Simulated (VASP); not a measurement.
These are PBE GGA, VASP's PBE PAW potentials (set 64) (plane waves; VASP) values and carry that method's errors.

VASP input:

### KPOINTS
```
Automatic mesh
0
Gamma
13 13 13
0 0 0
```

**INCAR**
```
# general
SYSTEM  = Sn
PREC    = Accurate
ENCUT   = 500
LREAL   = .FALSE.   # projection in real space or not
LASPH   = .TRUE.

# electronic loop
EDIFF   = 1E-6
NELM    = 100   # most electronic steps
ALGO    = Normal   # blocked Davidson
LMAXMIX = 4

# smearing
ISMEAR  = 1
SIGMA   = 0.1   # width (eV)

# functional
GGA     = PE   # PBE

# ions
IBRION  = 2
NSW     = 40
ISIF    = 3
EDIFFG  = -0.02
PSTRESS = 100

# output
LWAVE   = .FALSE.
LCHARG  = .FALSE.
```

POSCAR:
```
Sn
1
   -2.8282779089     2.8282779089     1.5320242267
    2.8282779089    -2.8282779089     1.5320242267
    2.8282779089     2.8282779089    -1.5320242267
Sn
2
Direct
  0.2500000000   0.7500000000   0.5000000000
  1.0000000000   1.0000000000   1.0000000000
```

POTCAR, in this order: Sn_d (PBE.64 set). Program: vasp_std.

What VASP printed:

### OUTCAR
```
 ion  position               nearest neighbor table
   1  0.250  0.750  0.500-   2 2.93   2 2.93   2 2.93   2 2.93   2 3.64   2 3.64   2 3.64   2 3.64
  LATTYP: Found a body centered tetragonal cell.
 ALAT       =     5.6565558178
 C/A-ratio  =     0.5416809366
 Subroutine PRICEL returns:
 Original cell was already a primitive cell.
 Subroutine GETGRP returns: Found 16 space group operations
The static configuration has the point symmetry D_2d.
 The point group associated with its full space group is D_4h.
The dynamic configuration has the point symmetry D_2d.
 Subroutine INISYM returns: Found 16 space group operations
 Subroutine IBZKPT returns following result:
 Found    196 irreducible k-points:

 Following reciprocal coordinates:
            Coordinates               Weight
  0.000000  0.000000  0.000000      1.000000
  0.076923  0.000000 -0.000000      8.000000
  0.153846  0.000000 -0.000000      8.000000
  0.230769  0.000000 -0.000000      8.000000
  0.307692  0.000000 -0.000000      8.000000
  0.384615  0.000000 -0.000000      8.000000
  0.461538  0.000000 -0.000000      8.000000
  0.076923  0.076923 -0.000000      8.000000
  0.153846  0.076923 -0.000000     16.000000
  0.230769  0.076923  0.000000     16.000000
  0.307692  0.076923 -0.000000     16.000000
  0.384615  0.076923  0.000000     16.000000
  0.461538  0.076923  0.000000     16.000000
 -0.461538  0.076923  0.000000     16.000000
 -0.384615  0.076923 -0.000000     16.000000
 -0.307692  0.076923  0.000000     16.000000
 -0.230769  0.076923  0.000000     16.000000
 -0.153846  0.076923  0.000000     16.000000
 -0.076923  0.076923  0.000000      4.000000
  0.153846  0.153846 -0.000000      8.000000
  0.230769  0.153846 -0.000000     16.000000
  0.307692  0.153846 -0.000000     16.000000
  0.384615  0.153846  0.000000     16.000000
...
```

### OSZICAR
```
       N       E                     dE             d eps       ncg     rms          rms(c)
DAV:   1     0.199434711252E+03    0.19943E+03   -0.14791E+04  7058   0.247E+03
DAV:   2     0.951355623586E+01   -0.18992E+03   -0.18773E+03  7082   0.445E+02
DAV:   3    -0.694358505399E+01   -0.16457E+02   -0.16253E+02  8066   0.136E+02
DAV:   4    -0.741915418770E+01   -0.47557E+00   -0.47439E+00  8242   0.251E+01
DAV:   5    -0.743661077012E+01   -0.17457E-01   -0.17456E-01  9612   0.434E+00    0.287E+00
DAV:   6    -0.741260288653E+01    0.24008E-01   -0.35656E-02  9272   0.316E+00    0.161E+00
DAV:   7    -0.740411228749E+01    0.84906E-02   -0.23534E-02  9180   0.252E+00    0.178E-01
DAV:   8    -0.740389244553E+01    0.21984E-03   -0.22558E-03  8566   0.721E-01    0.351E-02
DAV:   9    -0.740390102718E+01   -0.85817E-05   -0.64106E-05  8714   0.861E-02    0.144E-02
DAV:  10    -0.740389792865E+01    0.30985E-05   -0.74390E-06  8714   0.411E-02    0.198E-03
DAV:  11    -0.740389816160E+01   -0.23295E-06   -0.31881E-07  3920   0.876E-03
   1 F= -.43443365E+01 E0= -.43443490E+01  d E =-.434434E+01
```

File OUTCAR:
```
------------------------ aborting loop because EDIFF is reached ----------------------------------------
  FORCE on cell =-STRESS in cart. coord.  units (eV):
  Direction    XX          YY          ZZ          XY          YZ          ZX
  --------------------------------------------------------------------------------------
  Total        3.0432872      3.0432872      3.0434578      0.0000000     -0.0000000      0.0000000
  in kB       99.4680797     99.4680797     99.4736572      0.0000000     -0.0000000      0.0000000
  external PRESSURE =      -0.5300611 kB  Pullay stress =     100.0000000 kB
  volume of cell :       49.02
      direct lattice vectors                 reciprocal lattice vectors
    -2.828277909  2.828277909  1.532024227     0.000000000  0.176786022  0.326365596
     2.828277909 -2.828277909  1.532024227     0.176786022  0.000000000  0.326365596
     2.828277909  2.828277909 -1.532024227     0.176786022  0.176786022  0.000000000
 POSITION                                       TOTAL-FORCE (eV/Angst)
 -----------------------------------------------------------------------------------
      2.82828      0.00000      0.76601        -0.000000      0.000000     -0.000000
      0.00000      0.00000      0.00000         0.000000     -0.000000      0.000000
 -----------------------------------------------------------------------------------
    total drift:                                0.000000     -0.000000     -0.000000
  FREE ENERGIE OF THE ION-ELECTRON SYSTEM (eV)
  ---------------------------------------------------
  free  energy   TOTEN  =        -7.4038981616 eV

  energy  without entropy=       -7.4039355440  energy(sigma->0) =       -7.40391062
  enthalpy is  TOTEN    =        -4.3443365392 eV   P V=        3.0595616224

 reached required accuracy - stopping structural energy minimisation
```
(Selected blocks of OUTCAR.)

The compound is Sn in the beta structure. It was relaxed first under an external pressure of 10 GPa.
